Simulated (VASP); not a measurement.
An input for Ansatz (written as the equivalent of a VASP run, and not itself run):

Ansatz 0.2 input:
```yaml
crystal:
  lattice:
    - [0.0000000, 3.1476678, 3.1476678]
    - [3.1476678, 0.0000000, 3.1476678]
    - [3.1476678, 3.1476678, 0.0000000]
  atoms:
    - { symbol: Cd, position: [1.0000000, 0.0000000, 1.0000000] }
    - { symbol: Se, position: [0.2500000, 0.2500000, 0.2500000] }
kpoints:
  mp_grid: { grid: [7, 7, 7] }
hamiltonian:
  xc: rpbe
  pseudopotentials: { kind: paw }
scf:
  occupations: { method: gaussian, width: 0.05 }
  max_iter: 100
output: { forces: true, stress: true, eigenvalues: true }
```

Q: Write the VASP files for the same calculation (RPBE).

A: This is not unique; one that fits is 
File POSCAR:
```
CdSe
1
    0.0000000000     3.1476678182     3.1476678182
    3.1476678182     0.0000000000     3.1476678182
    3.1476678182     3.1476678182     0.0000000000
Cd Se
1 1
Direct
  1.0000000000   0.0000000000   1.0000000000
  0.2500000000   0.2500000000   0.2500000000
```

INCAR:
```
ALGO = Normal
EDIFF = 1E-7
ENCUT = 520
GGA = RP
ISIF = 2
ISMEAR = 0
LASPH = T
LCHARG = F
LMAXMIX = 4
LREAL = F
LWAVE = F
NELM = 100
PREC = Accurate
SIGMA = 0.05
SYSTEM = CdSe
```

KPOINTS:
```
Automatic mesh
0
Gamma
7 7 7
0 0 0
```

POTCAR, in this order: Cd Se (PBE.64 set). Program: vasp_std.

Limits of the translation: each code has its own PAW files, so the cut-off isn't converted (ENCUT is set for VASP's; basis.ecutwfc is left out, and Ansatz then takes the one that its files recommend); Ansatz stops its SCF on the density residual and VASP on the energy change (EDIFF).

The compound is CdSe in the zinc blende structure, whereas wurtzite is the usual form. It was relaxed first, which changed the volume by +13 %.
